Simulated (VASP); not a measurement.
The input files of a VASP run:

File POSCAR:
```
ZnS
1
    0.0000000000     2.7513300000     2.7513300000
    2.7513300000     0.0000000000     2.7513300000
    2.7513300000     2.7513300000     0.0000000000
Zn S
1 1
Direct
  0.0000000000   0.0000000000   0.0000000000
  0.2500000000   0.2500000000   0.2500000000
```

### INCAR
```
SYSTEM = ZnS
PREC = Accurate; ENCUT = 300; LREAL = .False.
LASPH = .True.
EDIFF = 1E-6; NELM = 100; ALGO = Normal
LMAXMIX = 4
ISMEAR = -5
GGA = PS
ISIF = 2
LWAVE = .False.; LCHARG = .False.
```

File KPOINTS:
```
Automatic mesh
0
Gamma
5 5 5
0.5 0.5 0.5
```

POTCAR, in this order: Zn S (PBE.64 set). Program: vasp_std.

Q: Write an equivalent input for Ansatz.

A: One equivalent input (not run):
Ansatz 0.2 input:
```yaml
crystal:
  lattice:
    - [0.0000000, 2.7513300, 2.7513300]
    - [2.7513300, 0.0000000, 2.7513300]
    - [2.7513300, 2.7513300, 0.0000000]
  atoms:
    - { symbol: Zn, position: [0.0000000, 0.0000000, 0.0000000] }
    - { symbol: S, position: [0.2500000, 0.2500000, 0.2500000] }
kpoints:
  mp_grid: { grid: [5, 5, 5], shift: [0.5, 0.5, 0.5] }
hamiltonian:
  xc: pbesol
  pseudopotentials: { kind: paw }
scf:
  occupations: { method: tetrahedron }
  max_iter: 100
output: { forces: true, stress: true, eigenvalues: true }
```
Limits of the translation: each code has its own PAW files, so the cut-off isn't converted (ENCUT is set for VASP's; basis.ecutwfc is left out, and Ansatz then takes the one that its files recommend); Ansatz stops its SCF on the density residual and VASP on the energy change (EDIFF).

The structure comes from a computed database's ZnS entry; how it stands against other phases isn't given here. The cell was not relaxed at this level. The run is one of a series of settings (ISMEAR = -5, SIGMA removed against the base run), some of them coarse on purpose.
